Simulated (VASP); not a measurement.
```xyz
3
Lattice="0.0000 3.1625 3.1625 3.1625 0.0000 3.1625 3.1625 3.1625 0.0000" Properties=species:S:1:pos:R:3 pbc="T T T"
Mg     1.5812     1.5812     1.5812
Mg     4.7437     4.7437     4.7437
Si     0.0000     0.0000     0.0000
```

These are AM05 GGA, VASP's PBE PAW potentials (set 64) (plane waves; VASP 6.6.1) values and carry that method's errors. Run with 520 eV cut-off, Gaussian smearing of 0.050 eV, potentials Mg Si.

Question: Give the energies of bands 2 to 7 at the high-symmetry points, in eV from the valence-band maximum.

Answer: 
```tsv
band	Γ	X	U	L	W
2	0.00	-4.47	-4.05	-4.82	-3.64
3	0.00	-1.98	-3.50	-0.71	-3.64
4	0.00	-1.98	-1.65	-0.71	-2.72
5	1.93	0.11	0.65	1.31	2.62
6	2.54	0.42	2.98	2.50	3.59
7	2.54	7.95	5.83	2.50	3.59
```

The gap is indirect, 0.11 eV, from the valence maximum at Γ to the conduction minimum at X.

Measured: gap 0.77 eV (computed value off by -0.66 eV), as given by Byungki Ryu et al., Journal of the Korean Physical Society (2019), arXiv:1905.06140.

The compound is Mg2Si in the antifluorite structure. It was relaxed first.
